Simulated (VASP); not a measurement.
Output of a VASP run:

**OUTCAR**
```
 ion  position               nearest neighbor table
   1  0.250  0.250  0.250-   3 2.32   3 2.32   3 2.39   3 2.39   2 2.69   2 2.69   2 2.71   2 2.71
                             2 2.75   2 2.75
   2  0.750  0.750  0.750-   3 2.32   3 2.32   3 2.39   3 2.39   1 2.69   1 2.69   1 2.71   1 2.71
                             1 2.75   1 2.75
   3  0.988  0.012  0.012-   2 2.32   1 2.32   1 2.32   2 2.32   2 2.39   1 2.39   1 2.39   2 2.39
  LATTYP: Found a face centered orthorhombic cell.
 ALAT       =     5.3804640000
 B/A-ratio  =     1.0086100381
 C/A-ratio  =     1.0223575513
 Subroutine PRICEL returns:
 Original cell was already a primitive cell.
 Subroutine GETGRP returns: Found  4 space group operations
The static configuration has the point symmetry C_2v.
The dynamic configuration has the point symmetry C_2v.
 Subroutine INISYM returns: Found  4 space group operations
 Subroutine IBZKPT returns following result:
 Found    125 irreducible k-points:

 Following reciprocal coordinates:
            Coordinates               Weight
  0.000000  0.000000  0.000000      1.000000
  0.111111 -0.000000  0.000000      8.000000
  0.222222  0.000000  0.000000      8.000000
  0.333333  0.000000  0.000000      8.000000
  0.444444  0.000000  0.000000      8.000000
  0.111111  0.111111  0.000000      2.000000
  0.222222  0.111111  0.000000      8.000000
  0.333333  0.111111  0.000000      8.000000
  0.444444  0.111111  0.000000      8.000000
 -0.444444  0.111111 -0.000000      8.000000
 -0.333333  0.111111 -0.000000      8.000000
 -0.222222  0.111111 -0.000000      8.000000
 -0.111111  0.111111 -0.000000      4.000000
  0.222222  0.222222  0.000000      2.000000
  0.333333  0.222222  0.000000      8.000000
  0.444444  0.222222  0.000000      8.000000
 -0.444444  0.222222 -0.000000      8.000000
 -0.333333  0.222222 -0.000000      8.000000
 -0.222222  0.222222 -0.000000      4.000000
  0.333333  0.333333  0.000000      2.000000
  0.444444  0.333333  0.000000      8.000000
 -0.444444  0.333333 -0.000000      8.000000
 -0.333333  0.333333 -0.000000      4.000000
  0.444444  0.444444  0.000000      2.000000
 -0.444444  0.444444 -0.000000      4.000000
  0.111111  0.000000  0.111111      2.000000
  0.222222  0.000000  0.111111      8.000000
  0.333333  0.000000  0.111111      8.000000
  0.444444  0.000000  0.111111      8.000000
 -0.444444 -0.000000  0.111111      8.000000
 -0.333333  0.000000  0.111111      8.000000
 -0.222222 -0.000000  0.111111      8.000000
 -0.111111  0.000000  0.111111      4.000000
  0.000000  0.111111  0.111111      2.000000
  0.222222  0.111111  0.111111      4.000000
  0.333333  0.111111  0.111111      8.000000
  0.444444  0.111111  0.111111      8.000000
 -0.444444  0.111111  0.111111      8.000000
 -0.333333  0.111111  0.111111      8.000000
 -0.222222  0.111111  0.111111      8.000000
   k-points           NKPTS =    125   k-points in BZ     NKDIM =    125   number of bands    NBANDS=     13
   number of dos      NEDOS =    301   number of ions     NIONS =      3
   total plane-waves  NPLWV =  25200
   dimension x,y,z NGX =    30 NGY =   30 NGZ =   28
   dimension x,y,z NGXF=    60 NGYF=   60 NGZF=   56
   ions per type =               2   1
   PREC   = accura    normal or accurate (medium, high low for compatibility)
   ISTART =      0    job   : 0-new  1-cont  2-samecut
   ICHARG =      2    charge: 1-file 2-atom 10-const
   ISPIN  =      1    spin polarized calculation?
   LNONCOLLINEAR =      F non collinear calculations
   LSORBIT =      F    spin-orbit coupling
   INIWAV =      1    electr: 0-lowe 1-rand  2-diag
   ENCUT  =  520.0 eV  38.22 Ry    6.18 a.u.   7.15  7.18  7.10*2*pi/ulx,y,z
   NELM   =    100;   NELMIN=  2; NELMDL= -5     # of ELM steps
   EDIFF  = 0.1E-05   stopping-criterion for ELM
   LREAL  =      F    real-space projection
   NLSPLINE    = F    spline interpolate recip. space projectors
   LMAXMIX     =    4 max onsite mixed and CHGCAR
...
```

OSZICAR:
```
       N       E                     dE             d eps       ncg     rms          rms(c)
DAV:   1     0.712660485679E+02    0.71266E+02   -0.79273E+03  3250   0.141E+03
DAV:   2    -0.151288179004E+02   -0.86395E+02   -0.81350E+02  3360   0.251E+02
DAV:   3    -0.192732094153E+02   -0.41444E+01   -0.39718E+01  4169   0.608E+01
DAV:   4    -0.193568077765E+02   -0.83598E-01   -0.83393E-01  3963   0.824E+00
DAV:   5    -0.193589483786E+02   -0.21406E-02   -0.21402E-02  4260   0.141E+00    0.163E+01
DAV:   6    -0.241647343273E+02   -0.48058E+01   -0.54099E+01  3456   0.184E+02    0.254E+01
DAV:   7    -0.174709535156E+02    0.66938E+01   -0.16115E+01  3890   0.115E+02    0.409E+00
DAV:   8    -0.173888622771E+02    0.82091E-01   -0.23161E+00  4752   0.262E+01    0.255E+00
DAV:   9    -0.173487170354E+02    0.40145E-01   -0.26253E-01  3970   0.101E+01    0.560E-01
DAV:  10    -0.173478887978E+02    0.82824E-03   -0.78847E-03  4769   0.157E+00    0.281E-01
DAV:  11    -0.173479503939E+02   -0.61596E-04   -0.94313E-04  4215   0.377E-01    0.334E-02
DAV:  12    -0.173479835882E+02   -0.33194E-04   -0.72206E-05  4261   0.158E-01    0.239E-02
DAV:  13    -0.173479853810E+02   -0.17929E-05   -0.26907E-05  3874   0.105E-01    0.872E-03
DAV:  14    -0.173479857539E+02   -0.37292E-06   -0.16841E-06  3177   0.127E-02
   1 F= -.17347986E+02 E0= -.17348190E+02  d E =0.612282E-03
```

OUTCAR:
```
------------------------ aborting loop because EDIFF is reached ----------------------------------------
  FORCE on cell =-STRESS in cart. coord.  units (eV):
  Direction    XX          YY          ZZ          XY          YZ          ZX
  --------------------------------------------------------------------------------------
  Total        0.3717128      0.5445522      0.1700103      0.0000000      0.0000000      0.0000000
  in kB       14.8317623     21.7282524      6.7836058      0.0000000      0.0000000      0.0000000
  external PRESSURE =      14.4478735 kB  Pullay stress =       0.0000000 kB
  volume of cell :       40.15
      direct lattice vectors                 reciprocal lattice vectors
     0.000000000  2.690232000  2.750379000    -0.184270996  0.185857577  0.181793127
     2.713395000  0.000000000  2.750379000     0.184270996 -0.185857577  0.181793127
     2.713395000  2.690232000  0.000000000     0.184270996  0.185857577 -0.181793127
 POSITION                                       TOTAL-FORCE (eV/Angst)
 -----------------------------------------------------------------------------------
      1.35670      1.34512      1.37519         0.317491      0.000000      0.000000
      4.07009      4.03535      4.12557         0.317491     -0.000000      0.000000
      0.06685      2.69023      2.75038        -0.634982      0.000000      0.000000
 -----------------------------------------------------------------------------------
    total drift:                                0.000060     -0.000004     -0.000023
  FREE ENERGIE OF THE ION-ELECTRON SYSTEM (eV)
  ---------------------------------------------------
  free  energy   TOTEN  =       -17.3479857539 eV

  energy  without entropy=      -17.3485980359  energy(sigma->0) =      -17.34818985
```
(Selected blocks of OUTCAR.)

**POSCAR**
```
NiSi2
1
    0.0000000000     2.6902320000     2.7503790000
    2.7133950000     0.0000000000     2.7503790000
    2.7133950000     2.6902320000     0.0000000000
Si Ni
2 1
Direct
  0.2500000000   0.2500000000   0.2500000000
  0.7500000000   0.7500000000   0.7500000000
 -0.0123180000   0.0123180000   0.0123180000
```

Task: Write an INCAR and KPOINTS that could have produced this output.

Result: Several could match; the one computed here: the input of the run itself, PBE GGA, plane waves, VASP's PBE PAW potentials (set 64).

### INCAR
```
# general
SYSTEM  = NiSi2
PREC    = Accurate
ENCUT   = 520
LREAL   = .FALSE.
LASPH   = .TRUE.

# electronic loop
EDIFF   = 1E-6
NELM    = 100
ALGO    = Normal
LMAXMIX = 4

# smearing
ISMEAR  = 1
SIGMA   = 0.1

# functional
GGA     = PE

# ions
ISIF    = 2

# output
LWAVE   = .FALSE.
LCHARG  = .FALSE.
```

File KPOINTS:
```
Automatic mesh
0
Gamma
9 9 9
0 0 0
```

POTCAR, in this order: Si Ni (PBE.64 set). Program: vasp_std.

The compound is NiSi2 in the fluorite structure. The cell was not relaxed at this level, atoms are displaced from their ideal sites. The run is one of a series of settings (ENCUT = 520 against the base run), some of them coarse on purpose. The run is not spin-polarised, so no magnetic state was tried.
